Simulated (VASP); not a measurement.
Input:

```yaml
crystal:
  lattice:
    - [4.16838, 0.00000, 0.00000]
    - [-2.08419, 3.60992, 0.00000]
    - [0.00000, 0.00000, 5.87555]
  atoms:
    - { symbol: Mo, position: [0.33333, 0.66667, 0.97903] }
    - { symbol: Mo, position: [0.66667, 0.33333, 0.47903] }
    - { symbol: Se, position: [0.33333, 0.66667, 0.39597] }
    - { symbol: Se, position: [0.66667, 0.33333, 0.89597] }
```

All values below come from PBE GGA, VASP's PBE PAW potentials (set 64) (plane waves; VASP 6.6.1). Settings: 400 eV cut-off, Gaussian smearing of 0.050 eV, potentials Mo_sv Se.

Q: Give the energies of bands 11 to 23 at the high-symmetry points, in eV from the Fermi level.

A: 
```json
[
 {"band": "11", "Γ": "-5.48", "M": "-5.74", "K": "-5.15", "A": "-5.38", "L": "-6.16", "H": "-5.94"},
 {"band": "12", "Γ": "-5.05", "M": "-5.47", "K": "-5.15", "A": "-5.38", "L": "-6.16", "H": "-5.94"},
 {"band": "13", "Γ": "-5.05", "M": "-4.76", "K": "-4.89", "A": "-5.10", "L": "-4.48", "H": "-4.79"},
 {"band": "14", "Γ": "-5.00", "M": "-4.28", "K": "-4.59", "A": "-5.10", "L": "-4.48", "H": "-4.79"},
 {"band": "15", "Γ": "-5.00", "M": "-4.27", "K": "-4.31", "A": "-5.10", "L": "-4.33", "H": "-4.23"},
 {"band": "16", "Γ": "-4.00", "M": "-3.83", "K": "-4.31", "A": "-5.10", "L": "-4.33", "H": "-4.23"},
 {"band": "17", "Γ": "-1.32", "M": "-1.76", "K": "-1.74", "A": "-0.42", "L": "-0.71", "H": "-1.39"},
 {"band": "18", "Γ": "-1.32", "M": "-1.00", "K": "-1.14", "A": "-0.42", "L": "-0.71", "H": "-1.39"},
 {"band": "19", "Γ": "0.04", "M": "-0.95", "K": "-1.14", "A": "-0.42", "L": "-0.44", "H": "0.11"},
 {"band": "20", "Γ": "0.04", "M": "-0.35", "K": "-0.91", "A": "-0.42", "L": "-0.44", "H": "0.11"},
 {"band": "21", "Γ": "0.63", "M": "-0.17", "K": "-0.63", "A": "1.75", "L": "0.11", "H": "0.33"},
 {"band": "22", "Γ": "1.29", "M": "0.15", "K": "0.45", "A": "1.75", "L": "0.11", "H": "0.33"},
 {"band": "23", "Γ": "1.78", "M": "0.43", "K": "0.96", "A": "3.42", "L": "1.21", "H": "0.74"}
]
```

It has no gap at this level: it comes out as a metal or semimetal.

The structure was generated: MoSe was put into the wurtzite type (P6_3mc), which need not be its known phase. It was relaxed first, which changed the volume by -30 %.
